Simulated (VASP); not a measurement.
# Driving VASP from ASE on Zr (Zirconium), part 2 of 3

Do ASE scripts that read Zr (Zirconium) from different structure formats give one answer, and do several routes find one equilibrium volume? All runs use LDA. Left out of this account: at least 1 further run (self-consistent run: a reference on another mesh). The start is a cell from a database of measured crystal structures.

VASP 6.6.1; LDA; plane waves and PAW (Zr_sv).

So far. Step 2 (Total energy, forces and stress (LDA, through ASE)): The pressure is -6.18 GPa and the largest force 0.000 eV/Å, so the cell is not at a minimum at these settings. Step 3 (A single point (LDA, through ASE)): The energy lies -2.90 meV an atom from the first script, on another mesh.

**4. Full relaxation (LDA, through ASE)**

Properties are meant for the cell that this level of theory prefers, so cell and atoms are relaxed first (ISIF = 3) until forces and stress are small; EDIFFG sets the threshold.

Contents of run.py:

```python
import numpy as np
from ase.calculators.vasp import Vasp
from ase import Atoms

atoms = Atoms(['Zr', 'Zr'],
              cell=[[3.232, 0.0, 0.0], [-1.616, 2.7989941, 0.0], [0.0, 0.0, 5.147]],
              scaled_positions=[[0.33333333, 0.66666667, 0.25], [0.66666667, 0.33333333, 0.75]],
              pbc=True)

calc = Vasp(
    xc='lda',
    pp='LDA',
    prec='Accurate',
    encut=400,
    ediff=1e-06,
    nelm=100,
    ismear=-1,
    sigma=0.05,
    lreal=False,
    algo='Normal',
    nbands=18,
    lasph=True,
    lorbit=11,
    lwave=False,
    lcharg=False,
    kpar=2,
    ibrion=2,
    nsw=60,
    isif=3,
    ediffg=-0.01,
    pp_version='64',
    setups={'Zr': '_sv'},
    kpts=(14, 14, 8),
    gamma=True,
    txt='vasp.out',
)
atoms.calc = calc

print("energy (eV):", round(atoms.get_potential_energy(), 6))
print("Fermi level (eV):", round(calc.get_fermi_level(), 4))
print("forces (eV/A):")
print(np.round(atoms.get_forces(), 4))
print("stress (GPa, Voigt, tension positive):", np.round(atoms.get_stress() * 160.21766, 3))
print("cell (A, degrees):", np.round(atoms.cell.cellpar(), 4))
print("volume (A^3):", round(atoms.get_volume(), 4))
print("positions:")
print(np.round(atoms.get_scaled_positions(), 5))
```

PAW data sets: Zr_sv (LDA family, release 64).

Started as:

```
$ export ASE_VASP_COMMAND="mpirun -np 2 vasp_std"
$ python run.py
```

Log:

```text
energy (eV): -18.584534
Fermi level (eV): 9.5687
forces (eV/A):
[[-0.  0. -0.]
 [ 0. -0.  0.]]
stress (GPa, Voigt, tension positive): [-0.022 -0.022 -0.062 -0.    -0.    -0.   ]
cell (A, degrees): [  3.1425   3.1425   5.0916  90.      90.     120.    ]
volume (A^3): 43.544
positions:
[[0.33333 0.66667 0.25   ]
 [0.66667 0.33333 0.75   ]]
```

Elapsed: 4 min, on 2 MPI ranks of AMD EPYC 7R43, shared host; peak memory 0.29 GiB.

ASE turned this into the INCAR:

```
ENCUT = 400.000000
SIGMA = 0.050000
EDIFF = 1.00e-06
EDIFFG = -1.00e-02
ALGO = Normal
PREC = Accurate
IBRION = 2
ISIF = 3
ISMEAR = -1
KPAR = 2
LORBIT = 11
NBANDS = 18
NELM = 100
NSW = 60
LASPH = .TRUE.
LCHARG = .FALSE.
LWAVE = .FALSE.
LREAL = .FALSE.
```

ASE turned this into the KPOINTS:

```
KPOINTS created by Atomic Simulation Environment
0
Gamma
14 14 8
0 0 0
```

VASP's own log, vasp.out:

```text
[... set-up lines as in an earlier step ...]
 entering main loop
       N       E                     dE             d eps       ncg     rms          rms(c)
[... 11 cycles as in an earlier step ...]
   1 F= -.18532380E+02 E0= -.18522922E+02  d E =-.185324E+02
 curvature:   0.00 expect dE= 0.000E+00 dE for cont linesearch  0.000E+00
 trial: gam= 0.00000 g(F)=  0.197E-43 g(S)=  0.234E+00 ort = 0.000E+00 (trialstep = 0.100E+01)
 search vector abs. value=  0.234E+00
 bond charge predicted
       N       E                     dE             d eps       ncg     rms          rms(c)
DAV:   1    -0.223026004259E+02   -0.37702E+01   -0.12028E+02  5056   0.102E+02    0.221E+01
DAV:   2    -0.189186925966E+02    0.33839E+01   -0.88910E+00  4480   0.264E+01    0.563E+00
DAV:   3    -0.183604914089E+02    0.55820E+00   -0.37180E+00  6134   0.132E+01    0.411E+00
DAV:   4    -0.184618394986E+02   -0.10135E+00   -0.29629E-01  6188   0.208E+00    0.162E+00
DAV:   5    -0.185270279038E+02   -0.65188E-01   -0.26191E-01  6364   0.262E+00    0.486E-01
DAV:   6    -0.185254169607E+02    0.16109E-02   -0.89732E-03  5902   0.704E-01    0.176E-01
DAV:   7    -0.185255593957E+02   -0.14243E-03   -0.94438E-04  6434   0.262E-01    0.398E-02
DAV:   8    -0.185255448132E+02    0.14583E-04   -0.23304E-05  4690   0.540E-02    0.708E-03
DAV:   9    -0.185255491517E+02   -0.43385E-05   -0.91696E-06  6262   0.168E-02    0.482E-04
DAV:  10    -0.185255491968E+02   -0.45119E-07   -0.13795E-07  2368   0.301E-03
   2 F= -.18525549E+02 E0= -.18516888E+02  d E =0.683068E-02
[...]
3 F= -.18592142E+02 E0= -.18582813E+02  d E =-.597618E-01
[...]
4 F= -.18592146E+02 E0= -.18582826E+02  d E =-.597666E-01
[...]
5 F= -.18593430E+02 E0= -.18584077E+02  d E =-.128312E-02
[...]
6 F= -.18593863E+02 E0= -.18584514E+02  d E =-.171657E-02
 curvature:  -0.88 expect dE=-0.164E-04 dE for cont linesearch -0.108E-04
 ZBRENT: extrapolating
 opt :   1.8185  next Energy=   -18.593875 (dE=-0.173E-02)
 bond charge predicted
       N       E                     dE             d eps       ncg     rms          rms(c)
DAV:   1    -0.185940732934E+02   -0.21072E-03   -0.11021E-02  4320   0.901E-01    0.782E-02
DAV:   2    -0.185939189273E+02    0.15437E-03   -0.35052E-04  4666   0.136E-01    0.352E-02
DAV:   3    -0.185938787698E+02    0.40158E-04   -0.14507E-04  5364   0.795E-02    0.606E-03
DAV:   4    -0.185938790148E+02   -0.24507E-06   -0.22193E-06  3784   0.134E-02
   7 F= -.18593879E+02 E0= -.18584534E+02  d E =-.173257E-02
 curvature:  -0.96 expect dE=-0.821E-05 dE for cont linesearch -0.154E-05
 trial: gam=-0.03481 g(F)=  0.846E-43 g(S)=  0.858E-05 ort = 0.558E-04 (trialstep = 0.108E+01)
 search vector abs. value=  0.704E-05
 reached required accuracy - stopping structural energy minimisation
```

From OUTCAR (step 4):

```text
 Found    120 irreducible k-points:

   NELECT =      24.0000    total number of electrons

 E-fermi :   9.5687

 k-point     1 :       0.0000    0.0000    0.0000
  band No.  band energies     occupation
    ...
      6     -16.4339      2.00000
      7     -16.4117      2.00000
      8     -16.4117      2.00000
      9       3.8230      2.00000
     10       6.3388      2.00000
     11      10.4158      0.00000
     12      10.4289      0.00000
     13      10.4289      0.00000
     14      10.9519      0.00000
     15      11.1442      0.00000
    ...

 k-point     2 :       0.0714    0.0000    0.0000
  band No.  band energies     occupation
    ...
      6     -16.4598      2.00000
      7     -16.4414      2.00000
      8     -16.4180      2.00000
      9       3.9807      2.00000
     10       6.4867      2.00000
     11       9.9985      0.00037
     12      10.5759      0.00000
     13      10.6100      0.00000
     14      10.7591      0.00000
     15      11.0064      0.00000
    ...

  Total        0.0059338      0.0059338      0.0168952      0.0000000     -0.0000000      0.0000000
  in kB        0.2183295      0.2183295      0.6216508      0.0000000     -0.0000000      0.0000000
  external PRESSURE =       0.3527699 kB  Pullay stress =       0.0000000 kB

  energy-cutoff  :      400.00
  volume of cell :       43.54
      direct lattice vectors                 reciprocal lattice vectors
     3.142462517 -0.000000000  0.000000000     0.318221775  0.183725428  0.000000000
    -1.571231259  2.721452366 -0.000000000     0.000000000  0.367450855  0.000000000
     0.000000000 -0.000000000  5.091637873    -0.000000000  0.000000000  0.196400456

 POSITION                                       TOTAL-FORCE (eV/Angst)
 -----------------------------------------------------------------------------------
     -0.00000      1.81430      1.27291        -0.000000      0.000000     -0.000000
      1.57123      0.90715      3.81873         0.000000     -0.000000      0.000000
 -----------------------------------------------------------------------------------
    total drift:                               -0.000010      0.000006     -0.000000

  FREE ENERGIE OF THE ION-ELECTRON SYSTEM (eV)
  ---------------------------------------------------
  free  energy   TOTEN  =       -18.5938790148 eV

  energy  without entropy=      -18.5751892313  energy(sigma->0) =      -18.58453412

 reached required accuracy - stopping structural energy minimisation

 total charge
# of ion       s       p       d       tot
------------------------------------------
    1        2.249   5.958   1.724   9.931
    2        2.249   5.958   1.724   9.931
--------------------------------------------------
tot          4.497  11.916   3.448  19.861

[... 8 parts as in an earlier step ...]

[... 5 further parts left out ...]
```

The run keeps the 24 symmetry operations of its start, so it cannot find a distortion of lower symmetry.

The steps of the relaxation:

```
step  energy less that of the first step (eV)  largest force (eV/Å)  pressure (GPa)  volume (Å³)
   1                                   0.0000                0.0000           -6.18        46.56
   2                                   0.0068                0.0000            7.87        40.76
   3                                  -0.0598                0.0000           -0.05        43.65
   4                                  -0.0598                0.0000            0.08        43.59
   5                                  -0.0611                0.0000            0.05        43.57
   6                                  -0.0615                0.0000            0.03        43.55
   7                                  -0.0615                0.0000            0.04        43.54
```

```
conventional cell, symmetrised  before  after  change
                         a (Å)   3.232  3.142  -2.8 %
                         b (Å)   3.232  3.142  -2.8 %
                         c (Å)   5.147  5.092  -1.1 %
              volume (Å³/atom)   23.28  21.77  -6.5 %
```

Final coordinates:

```cif
data_structure
_symmetry_space_group_name_H-M 'P 1'
_symmetry_Int_Tables_number 1
_cell_length_a 3.1425
_cell_length_b 3.1425
_cell_length_c 5.0916
_cell_angle_alpha 90.000
_cell_angle_beta 90.000
_cell_angle_gamma 120.000
_cell_volume 43.54
loop_
_atom_site_label
_atom_site_type_symbol
_atom_site_fract_x
_atom_site_fract_y
_atom_site_fract_z
_atom_site_occupancy
Zr1 Zr 0.33333 0.66667 0.25000 1
Zr2 Zr 0.66667 0.33333 0.75000 1
```

This step gave:

| Property | Result |
| --- | --- |
| irreducible k-points | 120 |
| free energy (TOTEN) | -18.59 eV |
| energy at zero smearing | -18.58 eV |
| Fermi energy | 9.569 eV |
| pressure | 0.03528 GPa |
| SCF cycles over all ionic steps | 50 |

It ends with forces that vanish by symmetry and a pressure of 0.04 GPa.

**5. Equation of state by an ASE loop (LDA)**

An ASE loop scales the volume at fixed shape and fractional positions and fits the energies, which gives the bulk modulus of a clamped cell from energies alone.

Contents of run.py:

```python
import numpy as np
from ase.calculators.vasp import Vasp
from ase.io import read
from ase.eos import EquationOfState
from ase.units import GPa

atoms = read('structure.vasp')

calc = Vasp(
    xc='lda',
    pp='LDA',
    prec='Accurate',
    encut=400,
    ediff=1e-06,
    nelm=100,
    ismear=-1,
    sigma=0.05,
    lreal=False,
    algo='Normal',
    nbands=18,
    lasph=True,
    lorbit=11,
    lwave=False,
    lcharg=False,
    kpar=2,
    isif=2,
    pp_version='64',
    setups={'Zr': '_sv'},
    kpts=(14, 14, 8),
    gamma=True,
    txt='vasp.out',
)
atoms.calc = calc

cell, volumes, energies = atoms.get_cell(), [], []
for x in [0.94, 0.96, 0.98, 1.0, 1.02, 1.04, 1.06]:
    atoms.set_cell(cell * x ** (1 / 3), scale_atoms=True)
    volumes.append(atoms.get_volume())
    energies.append(atoms.get_potential_energy())
    print(f"{x:.2f}  V = {volumes[-1]:.4f} A^3  E = {energies[-1]:.6f} eV")
v0, e0, b0 = EquationOfState(volumes, energies, eos="birchmurnaghan").fit()
print(f"V0 = {v0:.4f} A^3  E0 = {e0:.6f} eV  B0 = {b0 / GPa:.2f} GPa")
```

Contents of structure.vasp:

```
Zr
1.0
    3.2320000000      0.0000000000      0.0000000000
   -1.6160000000      2.7989941050      0.0000000000
    0.0000000000      0.0000000000      5.1470000000
Zr
2
Direct
    0.3333333333      0.6666666667      0.2500000000
    0.6666666667      0.3333333333      0.7500000000
```

Log:

```text
<dir> UserWarning: The minimum volume of your fit is not in your volumes.  You may not have a minimum in your dataset!
  warnings.warn(
0.94  V = 43.7679 A^3  E = -18.578308 eV
0.96  V = 44.6991 A^3  E = -18.571127 eV
0.98  V = 45.6303 A^3  E = -18.552327 eV
1.00  V = 46.5616 A^3  E = -18.522922 eV
1.02  V = 47.4928 A^3  E = -18.483806 eV
1.04  V = 48.4240 A^3  E = -18.435786 eV
1.06  V = 49.3553 A^3  E = -18.379642 eV
V0 = 43.6921 A^3  E0 = -18.578351 eV  B0 = 103.05 GPa
```

Elapsed: 6.6 min, on 2 MPI ranks; peak memory 0.28 GiB.

ASE turned this into the INCAR:

```
ENCUT = 400.000000
SIGMA = 0.050000
EDIFF = 1.00e-06
ALGO = Normal
PREC = Accurate
ISIF = 2
ISMEAR = -1
KPAR = 2
LORBIT = 11
NBANDS = 18
NELM = 100
LASPH = .TRUE.
LCHARG = .FALSE.
LWAVE = .FALSE.
LREAL = .FALSE.
```

ASE turned this into the KPOINTS:

```
KPOINTS created by Atomic Simulation Environment
0
Gamma
14 14 8
0 0 0
```

VASP's own log, vasp.out (the last of its runs):

```text
[banner, memory and clock lines left out]
running    2 mpi-ranks, on    1 nodes
 distrk:  each k-point on    1 cores,    2 groups
 distr:  one band on    1 cores,    1 groups

 POSCAR found type information on POSCAR Zr
 POSCAR found :  1 types and       2 ions
 LDA part: xc-table for (Slater(with rela. corr.)+CA(PZ))
 , standard interpolation
 POSCAR, INCAR and KPOINTS ok, starting setup
 FFT: planning ... GRIDC
 FFT: planning ... GRID_SOFT
 FFT: planning ... GRID
 WAVECAR not read
 WARNING: random wavefunctions but no delay for mixing, default for NELMDL
 entering main loop
       N       E                     dE             d eps       ncg     rms          rms(c)
DAV:   1     0.176491791830E+03    0.17649E+03   -0.11810E+04  4360   0.109E+03
DAV:   2    -0.543956471285E+01   -0.18193E+03   -0.17932E+03  5168   0.340E+02
DAV:   3    -0.189684995949E+02   -0.13529E+02   -0.13408E+02  7798   0.635E+01
DAV:   4    -0.192622685692E+02   -0.29377E+00   -0.29340E+00  5122   0.101E+01
DAV:   5    -0.192716872431E+02   -0.94187E-02   -0.94143E-02  6442   0.122E+00    0.130E+01
DAV:   6    -0.185390315020E+02    0.73266E+00   -0.11242E+00  4646   0.773E+00    0.485E+00
DAV:   7    -0.183889160740E+02    0.15012E+00   -0.65148E-01  6300   0.496E+00    0.108E+00
DAV:   8    -0.183887942068E+02    0.12187E-03   -0.27760E-02  6222   0.134E+00    0.291E-01
DAV:   9    -0.183889390833E+02   -0.14488E-03   -0.19991E-03  5422   0.364E-01    0.265E-02
DAV:  10    -0.183889303745E+02    0.87088E-05   -0.61931E-05  5948   0.400E-02    0.221E-02
DAV:  11    -0.183889320093E+02   -0.16348E-05   -0.65785E-06  4852   0.289E-02    0.136E-03
DAV:  12    -0.183889319645E+02    0.44798E-07   -0.26978E-07  2660   0.413E-03
   1 F= -.18388932E+02 E0= -.18379642E+02  d E =-.185802E-01
```

Parts of OUTCAR (step 5):

```text
   ENCUT  =  400.0 eV  29.40 Ry    5.42 a.u.   5.37  5.37  8.56*2*pi/ulx,y,z

   NELECT =      24.0000    total number of electrons

 E-fermi :   8.1654

 k-point     1 :       0.0000    0.0000    0.0000
  band No.  band energies     occupation
    ...
      6     -18.2494      2.00000
      7     -18.2396      2.00000
      8     -18.2396      2.00000
      9       2.6379      2.00000
     10       5.2747      2.00000
     11       8.9724      0.00000
     12       8.9724      0.00000
     13       9.1113      0.00000
     14       9.2106      0.00000
     15       9.6079      0.00000
    ...

  Total       -3.2665590     -3.2665590     -3.2395276      0.0000000      0.0000000      0.0000000
  in kB     -106.0395113   -106.0395113   -105.1620137      0.0000000      0.0000000      0.0000000
  external PRESSURE =    -105.7470121 kB  Pullay stress =       0.0000000 kB

 POSITION                                       TOTAL-FORCE (eV/Angst)
 -----------------------------------------------------------------------------------
     -0.00000      1.90259      1.31199         0.000000     -0.000000      0.000000
      1.64769      0.95130      3.93596        -0.000000      0.000000      0.000000
 -----------------------------------------------------------------------------------
    total drift:                                0.000000     -0.000000      0.000000

  FREE ENERGIE OF THE ION-ELECTRON SYSTEM (eV)
  ---------------------------------------------------
  free  energy   TOTEN  =       -18.3889319645 eV

  energy  without entropy=      -18.3703517452  energy(sigma->0) =      -18.37964185

[... 4 parts as in an earlier step ...]

[... 12 further parts left out ...]
```

The minimum lies outside the volumes of the loop, so the fit is an extrapolation and is not used; the loop should be centred on a relaxed cell.

**6. Relaxation driven by ASE (LDA)**

Here ASE drives the relaxation and calls VASP for forces and stress at each step.

Contents of run.py:

```python
import numpy as np
from ase.calculators.vasp import Vasp
from ase import Atoms
from ase.optimize import BFGS
from ase.filters import FrechetCellFilter

atoms = Atoms(['Zr', 'Zr'],
              cell=[[3.232, 0.0, 0.0], [-1.616, 2.7989941, 0.0], [0.0, 0.0, 5.147]],
              scaled_positions=[[0.33333333, 0.66666667, 0.25], [0.66666667, 0.33333333, 0.75]],
              pbc=True)

calc = Vasp(
    xc='lda',
    pp='LDA',
    prec='Accurate',
    encut=400,
    ediff=1e-06,
    nelm=100,
    ismear=-1,
    sigma=0.05,
    lreal=False,
    algo='Normal',
    nbands=18,
    lasph=True,
    lorbit=11,
    lwave=False,
    lcharg=False,
    kpar=2,
    isif=2,
    pp_version='64',
    setups={'Zr': '_sv'},
    kpts=(14, 14, 8),
    gamma=True,
    txt='vasp.out',
)
atoms.calc = calc

BFGS(FrechetCellFilter(atoms)).run(fmax=0.02, steps=30)
print("cell (A, degrees):", np.round(atoms.cell.cellpar(), 4))
print("volume (A^3):", round(atoms.get_volume(), 4))
print("energy (eV):", round(atoms.get_potential_energy(), 6))
print("Fermi level (eV):", round(calc.get_fermi_level(), 4))
print("forces (eV/A):")
print(np.round(atoms.get_forces(), 4))
print("stress (GPa, Voigt, tension positive):", np.round(atoms.get_stress() * 160.21766, 3))
```

Log:

```text
Step     Time          Energy          fmax
BFGS:    0 --:--:--      -18.532380        0.927298
BFGS:    1 --:--:--      -18.560749        0.681323
BFGS:    2 --:--:--      -18.588070        0.141098
BFGS:    3 --:--:--      -18.588495        0.103941
BFGS:    4 --:--:--      -18.589375        0.066198
BFGS:    5 --:--:--      -18.589805        0.049127
BFGS:    6 --:--:--      -18.589855        0.016061
cell (A, degrees): [  3.1416   3.1416   5.0952  90.      90.     120.    ]
volume (A^3): 43.5504
energy (eV): -18.580511
Fermi level (eV): 9.5667
forces (eV/A):
[[-0. -0.  0.]
 [ 0.  0.  0.]]
stress (GPa, Voigt, tension positive): [ 0.115  0.115  0.118 -0.    -0.    -0.   ]
```

Run time: 6.8 min. Hardware: 2 MPI ranks; peak memory 0.24 GiB.

The INCAR that ASE wrote:

```
ENCUT = 400.000000
SIGMA = 0.050000
EDIFF = 1.00e-06
ALGO = Normal
PREC = Accurate
ISIF = 2
ISMEAR = -1
KPAR = 2
LORBIT = 11
NBANDS = 18
NELM = 100
LASPH = .TRUE.
LCHARG = .FALSE.
LWAVE = .FALSE.
LREAL = .FALSE.
```

ASE turned this into the KPOINTS:

```
KPOINTS created by Atomic Simulation Environment
0
Gamma
14 14 8
0 0 0
```

VASP's own log, vasp.out (the last of its runs):

```text
[... set-up lines as in an earlier step ...]
 entering main loop
       N       E                     dE             d eps       ncg     rms          rms(c)
DAV:   1     0.181465015838E+03    0.18147E+03   -0.11869E+04  4352   0.110E+03
DAV:   2    -0.524322197053E+01   -0.18671E+03   -0.18367E+03  5114   0.346E+02
DAV:   3    -0.189897180267E+02   -0.13746E+02   -0.13632E+02  7790   0.661E+01
DAV:   4    -0.192740100565E+02   -0.28429E+00   -0.28391E+00  5002   0.101E+01
DAV:   5    -0.192820993742E+02   -0.80893E-02   -0.80865E-02  6258   0.120E+00    0.164E+01
DAV:   6    -0.187004030417E+02    0.58170E+00   -0.87015E-01  4686   0.726E+00    0.669E+00
DAV:   7    -0.185868970542E+02    0.11351E+00   -0.56915E-01  6250   0.497E+00    0.107E+00
DAV:   8    -0.185896562549E+02   -0.27592E-02   -0.32698E-02  5778   0.147E+00    0.255E-01
DAV:   9    -0.185898688683E+02   -0.21261E-03   -0.10793E-03  5330   0.298E-01    0.346E-02
DAV:  10    -0.185898545144E+02    0.14354E-04   -0.34017E-05  6008   0.399E-02    0.233E-02
DAV:  11    -0.185898547755E+02   -0.26110E-06   -0.70375E-06  4704   0.306E-02
   1 F= -.18589855E+02 E0= -.18580511E+02  d E =-.186879E-01
```

OUTCAR, selected parts (step 6):

```text
   ENCUT  =  400.0 eV  29.40 Ry    5.42 a.u.   5.12  5.12  8.31*2*pi/ulx,y,z

   NELECT =      24.0000    total number of electrons

 E-fermi :   9.5667

 k-point     1 :       0.0000    0.0000    0.0000
  band No.  band energies     occupation
    ...
      6     -16.4367      2.00000
      7     -16.4129      2.00000
      8     -16.4129      2.00000
      9       3.8237      2.00000
     10       6.3384      2.00000
     11      10.4054      0.00000
     12      10.4292      0.00000
     13      10.4292      0.00000
     14      10.9418      0.00000
     15      11.1420      0.00000
    ...

  Total       -0.0311566     -0.0311566     -0.0321230      0.0000000      0.0000000      0.0000000
  in kB       -1.1462223     -1.1462223     -1.1817743      0.0000000      0.0000000      0.0000000
  external PRESSURE =      -1.1580729 kB  Pullay stress =       0.0000000 kB

 POSITION                                       TOTAL-FORCE (eV/Angst)
 -----------------------------------------------------------------------------------
     -0.00000      1.81381      1.27379        -0.000000     -0.000000      0.000000
      1.57080      0.90690      3.82137         0.000000      0.000000      0.000000
 -----------------------------------------------------------------------------------
    total drift:                               -0.000010      0.000006     -0.000000

  FREE ENERGIE OF THE ION-ELECTRON SYSTEM (eV)
  ---------------------------------------------------
  free  energy   TOTEN  =       -18.5898547755 eV

  energy  without entropy=      -18.5711668911  energy(sigma->0) =      -18.58051083

[... 3 parts as in an earlier step ...]

[... 13 further parts left out ...]
```

This step gave:

* optimizer steps: 6
* volume after bfgs: 21.78 Å³/atom

[end of part 2 of 3]

[Lines on the potential files, build, host, timing and source positions are cut from VASP's logs without a mark.]

[Logs are printed without paths, hosts, clocks, repeated set-up lines and the standing remarks that a program may print on its own settings, such as how far it seeks lower states.]

[Hosts, paths, dates, database ids (printed as entryN), source tags and the programs' standing remarks are cut or masked in the printed files.]

[A measured line is paired with the nearest computed mode of its activity, which favours agreement.]

[In band tables of VASP the shares of atoms and orbitals are scaled to a sum of 1 inside the atoms' spheres.]
